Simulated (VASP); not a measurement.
**LiTi: structure and properties in VASP**

Aim: relax LiTi, then compute properties on the relaxed cell. The steps: rough relaxation of the start cell, full relaxation (SCAN), second relaxation, density, ELF and potential (SCAN) and bands along the symmetry lines (SCAN). The cell is invented: other elements were put on sites of a known structure type. It may not be a known or stable phase.

Calculated with VASP 6.6.1; SCAN; plane waves and PAW (Li_sv, Ti_sv); invented cell.

## (1) The structure

Before any relaxation, the start is as follows. Symmetry: P6_3/mmc, No. 194, hexagonal system. Conventional cell: a = 3.380 Å, b = 3.380 Å, c = 4.488 Å, α = 90.00°, β = 90.00°, γ = 120.00°. Li has 2 Li at 2.24 Å and 6 Ti at 2.25 Å nearest. Nearest to Ti lie 6 Li at 2.25 Å. Farther neighbours are not listed.

Coordinates:

```xyz
4
Lattice="3.3802 0.0000 0.0000 -1.6901 2.9274 0.0000 0.0000 0.0000 4.4878" Properties=species:S:1:pos:R:3 pbc="T T T"
Li    0.0000    0.0000    0.0000
Li    0.0000    0.0000    2.2439
Ti    0.0000    1.9516    1.1220
Ti    1.6901    0.9758    3.3659
```

## (2) Rough relaxation of the start cell

The start is only an estimate, so a cheap relaxation brings it near a minimum before any careful run. SCAN adds the kinetic-energy density; it is numerically more delicate than r2SCAN.

INCAR reads:

```
SYSTEM = LiTi
PREC = Normal
ENCUT = 650
EDIFF = 1E-05
NELM = 60
ISMEAR = 1
SIGMA = 0.2
LREAL = .FALSE.
ALGO = Normal
METAGGA = SCAN
LASPH = .TRUE.
NBANDS = 21
LORBIT = 11
LWAVE = .FALSE.
LCHARG = .FALSE.
KPAR = 2
IBRION = 2
NSW = 40
ISIF = 3
EDIFFG = -0.04
```

POSCAR reads:

```
LiTi
1.0
    3.3802237300      0.0000000000      0.0000000000
   -1.6901118600      2.9273596200      0.0000000000
    0.0000000000      0.0000000000      4.4878212200
Li Ti
2 2
Direct
    0.0000000000      0.0000000000      0.0000000000
    0.0000000000      0.0000000000      0.5000000000
    0.3333333300      0.6666666700      0.2500000000
    0.6666666700      0.3333333300      0.7500000000
```

KPOINTS reads:

```
Automatic mesh
0
Gamma
6 6 4
0 0 0
```

PAW data sets: Li_sv and Ti_sv (PBE family, release 64).

On the command line:

```sh
$ mpirun -np 2 vasp_std
```

Log:

```text
[banner, memory and clock lines left out]
running    2 mpi-ranks, on    1 nodes
 distrk:  each k-point on    1 cores,    2 groups
 distr:  one band on    1 cores,    1 groups

 POSCAR found type information on POSCAR LiTi
 POSCAR found :  2 types and       4 ions
|                                                                             |
|               ----> ADVICE to this user running VASP <----                  |
|                                                                             |
|     You enforced a specific xc type in the INCAR file but a different       |
|     [... a line on the potential file left out ...]
|     I HOPE YOU KNOW WHAT YOU ARE DOING!                                     |
|                                                                             |

 LDA part: xc-table for (None), standard interpolation
 POSCAR, INCAR and KPOINTS ok, starting setup
 FFT: planning ... GRIDC
 FFT: planning ... GRID_SOFT
 FFT: planning ... GRID
 WAVECAR not read
 entering main loop
       N       E                     dE             d eps       ncg     rms          rms(c)
DAV:   1     0.347937556553E+03    0.34794E+03   -0.17259E+04   882   0.206E+03
DAV:   2     0.900460946453E+01   -0.33893E+03   -0.33183E+03   892   0.553E+02
DAV:   3    -0.352589386259E+02   -0.44264E+02   -0.41806E+02  1701   0.148E+02
DAV:   4    -0.396708863801E+02   -0.44119E+01   -0.41898E+01  1219   0.470E+01
DAV:   5    -0.399481378385E+02   -0.27725E+00   -0.27693E+00  1359   0.108E+01    0.169E+01
DAV:   6    -0.301441543287E+02    0.98040E+01   -0.32448E+01  1116   0.543E+01    0.390E+00
DAV:   7    -0.295315175194E+02    0.61264E+00   -0.36613E+00  1555   0.124E+01    0.269E+00
DAV:   8    -0.295319447544E+02   -0.42723E-03   -0.42868E-01  1163   0.491E+00    0.139E+00
DAV:   9    -0.296567522827E+02   -0.12481E+00   -0.84227E-01  1271   0.568E+00    0.127E+00
DAV:  10    -0.296512730874E+02    0.54792E-02   -0.39673E-01  1615   0.358E+00    0.334E-01
DAV:  11    -0.296240544090E+02    0.27219E-01   -0.93236E-02  1238   0.262E+00    0.279E-01
DAV:  12    -0.296472615356E+02   -0.23207E-01   -0.30730E-01  1228   0.245E+00    0.862E-01
DAV:  13    -0.296598270706E+02   -0.12566E-01   -0.70199E-01  1074   0.302E+00    0.824E-01
DAV:  14    -0.297030607089E+02   -0.43234E-01   -0.12397E+00  1285   0.341E+00    0.145E+00
DAV:  15    -0.296787918969E+02    0.24269E-01   -0.94409E-01  1201   0.301E+00    0.448E-01
DAV:  16    -0.296299808981E+02    0.48811E-01   -0.20119E-01  1511   0.221E+00    0.372E-01
DAV:  17    -0.296285103763E+02    0.14705E-02   -0.12855E-01  1317   0.130E+00    0.319E-01
DAV:  18    -0.296236442959E+02    0.48661E-02   -0.29094E-02  1536   0.688E-01    0.281E-02
DAV:  19    -0.296214858888E+02    0.21584E-02   -0.19919E-03  1299   0.376E-01    0.491E-02
DAV:  20    -0.296214159990E+02    0.69890E-04   -0.22122E-04  1369   0.883E-02    0.594E-02
DAV:  21    -0.296213057660E+02    0.11023E-03   -0.10072E-03   960   0.155E-01    0.113E-02
DAV:  22    -0.296214436396E+02   -0.13787E-03   -0.12106E-03  1006   0.165E-01    0.695E-02
DAV:  23    -0.296214765634E+02   -0.32924E-04   -0.46923E-05   854   0.560E-02    0.672E-02
DAV:  24    -0.296213288364E+02    0.14773E-03   -0.92916E-04   950   0.143E-01    0.151E-02
DAV:  25    -0.296213075037E+02    0.21333E-04   -0.59520E-05   849   0.543E-02    0.202E-02
DAV:  26    -0.296213063327E+02    0.11709E-05   -0.51331E-06   517   0.190E-02
   1 F= -.29621306E+02 E0= -.29617893E+02  d E =-.296213E+02
 curvature:   0.00 expect dE= 0.000E+00 dE for cont linesearch  0.000E+00
 trial: gam= 0.00000 g(F)=  0.274E-42 g(S)=  0.627E+01 ort = 0.000E+00 (trialstep = 0.100E+01)
 search vector abs. value=  0.627E+01
 bond charge predicted
       N       E                     dE             d eps       ncg     rms          rms(c)
DAV:   1    -0.104712617254E+03   -0.75091E+02   -0.17603E+03  1067   0.551E+02    0.661E+01
DAV:   2    -0.353827645562E+02    0.69330E+02   -0.55625E+02  1233   0.201E+02    0.242E+01
DAV:   3    -0.320112000653E+02    0.33716E+01   -0.76926E+01  1436   0.565E+01    0.133E+01
DAV:   4    -0.316703769044E+02    0.34082E+00   -0.10583E+01  1503   0.172E+01    0.636E+00
DAV:   5    -0.320881190453E+02   -0.41774E+00   -0.14350E+00  1317   0.645E+00    0.321E+00
DAV:   6    -0.323686970579E+02   -0.28058E+00   -0.70631E-01  1262   0.403E+00    0.143E+00
DAV:   7    -0.323800253776E+02   -0.11328E-01   -0.37479E-02  1282   0.143E+00    0.108E+00
DAV:   8    -0.324178278007E+02   -0.37802E-01   -0.79954E-02  1320   0.175E+00    0.358E-01
DAV:   9    -0.324252627241E+02   -0.74349E-02   -0.13795E-02  1456   0.787E-01    0.184E-01
DAV:  10    -0.324286463392E+02   -0.33836E-02   -0.75033E-03  1253   0.517E-01    0.195E-01
DAV:  11    -0.324290952957E+02   -0.44896E-03   -0.31555E-03  1283   0.470E-01    0.598E-02
DAV:  12    -0.324291479206E+02   -0.52625E-04   -0.73552E-04  1305   0.219E-01    0.207E-02
DAV:  13    -0.324290779832E+02    0.69937E-04   -0.13418E-04  1161   0.106E-01    0.255E-02
DAV:  14    -0.324290760372E+02    0.19460E-05   -0.33233E-05   910   0.530E-02
   2 F= -.32429076E+02 E0= -.32423247E+02  d E =-.280777E+01
[... from here on, the cycles between the ionic steps are left out ...]
   3 F= -.32429199E+02 E0= -.32423419E+02  d E =-.280789E+01
   4 F= -.32590006E+02 E0= -.32584502E+02  d E =-.160806E+00
   5 F= -.33108106E+02 E0= -.33112804E+02  d E =-.678906E+00
   6 F= -.33127403E+02 E0= -.33127914E+02  d E =-.698204E+00
   7 F= -.33350106E+02 E0= -.33350585E+02  d E =-.920907E+00
   8 F= -.33473287E+02 E0= -.33473263E+02  d E =-.104409E+01
   9 F= -.33465722E+02 E0= -.33466850E+02  d E =-.103652E+01
  10 F= -.33469911E+02 E0= -.33470154E+02  d E =-.418906E-02
  11 F= -.33546173E+02 E0= -.33546774E+02  d E =-.804512E-01
  12 F= -.33546653E+02 E0= -.33547258E+02  d E =-.809312E-01
  13 F= -.33546875E+02 E0= -.33547481E+02  d E =-.811529E-01
  14 F= -.33544231E+02 E0= -.33544631E+02  d E =0.264400E-02
 trial-energy change:    0.002644  1 .order    0.000327   -0.002424    0.003078
 step:   0.9106(harm=  0.9106)  dis= 0.00000  next Energy=   -33.547409 (dE=-0.534E-03)
 bond charge predicted
       N       E                     dE             d eps       ncg     rms          rms(c)
DAV:   1    -0.335583264518E+02   -0.14097E-01   -0.35136E-01  1115   0.750E+00    0.860E-01
DAV:   2    -0.335481888139E+02    0.10138E-01   -0.10991E-01  1023   0.300E+00    0.325E-01
DAV:   3    -0.335458558235E+02    0.23330E-02   -0.93530E-03  1162   0.658E-01    0.138E-01
DAV:   4    -0.335455808660E+02    0.27496E-03   -0.25808E-03  1371   0.303E-01    0.643E-02
DAV:   5    -0.335459515531E+02   -0.37069E-03   -0.12764E-04  1104   0.946E-02    0.343E-02
DAV:   6    -0.335464406977E+02   -0.48914E-03   -0.13799E-04  1369   0.875E-02    0.101E-02
DAV:   7    -0.335464214876E+02    0.19210E-04   -0.20355E-05   683   0.376E-02    0.567E-03
DAV:   8    -0.335464700262E+02   -0.48539E-04   -0.33031E-06   456   0.180E-02    0.198E-03
DAV:   9    -0.335464696377E+02    0.38845E-06   -0.79593E-07   456   0.767E-03
  15 F= -.33546470E+02 E0= -.33546982E+02  d E =0.405069E-03
 curvature:  -0.46 expect dE=-0.182E-04 dE for cont linesearch -0.274E-08
 trial: gam= 0.03639 g(F)=  0.935E-42 g(S)=  0.400E-04 ort =-0.266E-05 (trialstep = 0.184E+01)
 search vector abs. value=  0.414E-04
 reached required accuracy - stopping structural energy minimisation
```

Elapsed: 16 min, on 2 MPI ranks of AMD EPYC 7R43, shared host; peak memory 0.26 GiB.

The logs omit lines about the potential files and the build; timing stands in the text.

Parts of OUTCAR (step 2):

```text
ion  position               nearest neighbor table
   1  0.000  0.000  0.000-   2 2.24   2 2.24   4 2.25   3 2.25   3 2.25   4 2.25   4 2.25   3 2.25

  LATTYP: Found a hexagonal cell.
 ALAT       =     3.3802237300
 C/A-ratio  =     1.3276698759

 Subroutine GETGRP returns: Found 24 space group operations
 (whereof 12 operations were pure point group operations)

The static configuration has the point symmetry D_3d.
 The point group associated with its full space group is D_6h.

 Found     21 irreducible k-points:

   k-points           NKPTS =     21   k-points in BZ     NKDIM =     21   number of bands    NBANDS=     21

   dimension x,y,z NGX =    24 NGY =   24 NGZ =   28
   dimension x,y,z NGXF=    48 NGYF=   48 NGZF=   56

   ENCUT  =  650.0 eV  47.77 Ry    6.91 a.u.   7.03  7.03  9.33*2*pi/ulx,y,z

   NELECT =      30.0000    total number of electrons

 k-points in reciprocal lattice and weights: Automatic mesh
   0.00000000  0.00000000  0.00000000       0.007
   0.16666667 -0.00000000  0.00000000       0.042
   0.33333333  0.00000000  0.00000000       0.042
   0.50000000 -0.00000000  0.00000000       0.021
   0.16666667  0.16666667  0.00000000       0.042
   0.33333333  0.16666667  0.00000000       0.083
   0.33333333  0.33333333  0.00000000       0.014
   0.00000000  0.00000000  0.25000000       0.014
   0.16666667 -0.00000000  0.25000000       0.083
[...]
0.33333333  0.16666667  0.50000000       0.083
   0.33333333  0.33333333  0.50000000       0.014

 average (electrostatic) potential at core
       1 -63.8942       2 -63.8942       3 -80.1848       4 -80.1848

 E-fermi :   5.5598

 k-point     1 :       0.0000    0.0000    0.0000
  band No.  band energies     occupation
    ...
     10     -28.8753      2.00000
     11       0.3060      2.00000
     12       4.2558      2.00000
     13       4.2566      2.00000
     14       4.3408      2.00000
     15       6.3101     -0.00000
     16       6.3103     -0.00000
     17       6.5407     -0.00000
     18       6.5409     -0.00000
     19       7.3332     -0.00000
    ...

 k-point     2 :       0.1667   -0.0000    0.0000
  band No.  band energies     occupation
    ...
     10     -28.8835      2.00000
     11       0.5338      2.00000
     12       4.2150      2.00000
     13       4.4165      2.00000
     14       4.4551      2.00000
     15       6.1755     -0.00012
     16       6.3551     -0.00000
     17       6.4224     -0.00000
     18       6.5119     -0.00000
     19       7.2370     -0.00000
    ...

 k-point     3 :       0.3333    0.0000    0.0000
  band No.  band energies     occupation
    ...
     10     -28.9048      2.00000
     11       1.1562      2.00000
     12       3.9070      2.00000
     13       4.4213      2.00000
     14       4.9762      2.00029
     15       6.1486     -0.00025
     16       6.2293     -0.00002
     17       6.4637     -0.00000
     18       6.4890     -0.00000
     19       6.9174     -0.00000
    ...

  Total       -0.0036235     -0.0036235     -0.0573722     -0.0000000     -0.0000000      0.0000000
  in kB       -0.0980633     -0.0980633     -1.5526550     -0.0000000     -0.0000000      0.0000000
  external PRESSURE =      -0.5829272 kB  Pullay stress =       0.0000000 kB

  energy-cutoff  :      650.00
  volume of cell :       59.20
      direct lattice vectors                 reciprocal lattice vectors
     4.433970935  0.000000002 -0.000000000     0.225531474  0.130210657  0.000000000
    -2.216985459  3.839931467  0.000000000    -0.000000000  0.260421314  0.000000000
    -0.000000000 -0.000000000  3.477126089     0.000000000  0.000000000  0.287593827

 POSITION                                       TOTAL-FORCE (eV/Angst)
 -----------------------------------------------------------------------------------
     -0.00000      0.00000      0.00000        -0.000000      0.000000      0.000000
     -0.00000     -0.00000      1.73856        -0.000000      0.000000      0.000000
     -0.00000      2.55995      0.86928        -0.000000     -0.000000     -0.000000
      2.21699      1.27998      2.60784         0.000000      0.000000      0.000000
 -----------------------------------------------------------------------------------
    total drift:                                0.000000     -0.000000     -0.000000

  FREE ENERGIE OF THE ION-ELECTRON SYSTEM (eV)
  ---------------------------------------------------
  free  energy   TOTEN  =       -33.5464696377 eV

  energy  without entropy=      -33.5480066987  energy(sigma->0) =      -33.54698199

 reached required accuracy - stopping structural energy minimisation

 total charge
# of ion       s       p       d       tot
------------------------------------------
    1        2.062   0.072   0.000   2.133
    2        2.062   0.072   0.000   2.133
    3        2.214   6.104   1.728  10.046
    4        2.214   6.104   1.728  10.046
--------------------------------------------------
tot          8.551  12.351   3.456  24.358

[... 3 further parts left out ...]
```

CONTCAR:

```
LiTi
   1.00000000000000
     4.4339709353605921    0.0000000019862009   -0.0000000000000000
    -2.2169854594015006    3.8399314673611831    0.0000000000000000
    -0.0000000000000000   -0.0000000000000000    3.4771260891494133
  Li              Ti
     2     2
Direct
     0.0000000000000000    0.0000000000000000    0.0000000000000000
     0.0000000000000000    0.0000000000000000    0.5000000000000000
     0.3333333300000021    0.6666666699999979    0.2500000000000000
     0.6666666699999979    0.3333333300000021    0.7500000000000000
```

The k-mesh is coarse for a metal. This relaxation is a rough one on cheap settings, only to bring the start near its minimum. The PAW data sets were made with PBE, which is usual practice but a small mismatch for other functionals. After so large a change of volume the plane waves of the start cell no longer fit, so the final stress carries a basis-set error. The run keeps the 24 symmetry operations of its start, so it cannot find a distortion of lower symmetry.

Relaxation path:

```
step  energy less that of the first step (eV)  largest force (eV/Å)  pressure (GPa)  volume (Å³)
   1                                   0.0000                0.0000           46.63        44.41
   2                                  -2.8078                0.0000           -0.42        68.51
   3                                  -2.8079                0.0000           -1.09        69.25
   4                                  -2.9687                0.0000           -1.19        69.02
   5                                  -3.4868                0.0000           -2.73        67.43
   6                                  -3.5061                0.0000           -3.62        59.94
   7                                  -3.7288                0.0000           -3.83        65.78
   8                                  -3.8520                0.0000           -4.79        63.12
   9                                  -3.8444                0.0000           -4.32        64.17
  10                                  -3.8486                0.0000            6.75        55.29
  11                                  -3.9249                0.0000            0.01        59.18
  12                                  -3.9253                0.0000            0.21        59.03
  13                                  -3.9256                0.0000            0.38        58.93
  14                                  -3.9229                0.0000           -0.60        59.54
  15                                  -3.9252                0.0000           -0.06        59.20
```

```
     cell as run  before  after   change
           a (Å)   3.380  4.434  +31.2 %
           b (Å)   3.380  4.434  +31.2 %
           c (Å)   4.488  3.477  -22.5 %
volume (Å³/atom)   11.10  14.80  +33.3 %
```

The relaxed structure:

```
Li Ti
1.0
     4.43397    0.00000    0.00000
    -2.21699    3.83993    0.00000
     0.00000    0.00000    3.47713
Li Ti
2 2
Direct
  0.00000 0.00000 0.00000
  0.00000 0.00000 0.50000
  0.33333 0.66667 0.25000
  0.66667 0.33333 0.75000
```

This step gave:

* electrons: 30
* bands: 21
* irreducible k-points: 21
* symmetry operations: 24
* free energy (TOTEN): -33.55 eV
* energy at zero smearing: -33.55 eV
* Fermi energy: 5.560 eV
* pressure: -0.05829 GPa
* metallic, judged on the points sampled: yes
* SCF cycles over all ionic steps: 186

It ends with forces that vanish by symmetry and a pressure of -0.06 GPa.

[end of part 1 of 3]

[Lines on the potential files, build, host, timing and source positions are cut from VASP's logs without a mark.]

[Logs are printed without paths, hosts, clocks, repeated set-up lines and the standing remarks that a program may print on its own settings, such as how far it seeks lower states.]

[Hosts, paths, dates, database ids (printed as entryN), source tags and the programs' standing remarks are cut or masked in the printed files.]

[A measured line is paired with the nearest computed mode of its activity, which favours agreement.]

[In band tables of VASP the shares of atoms and orbitals are scaled to a sum of 1 inside the atoms' spheres.]
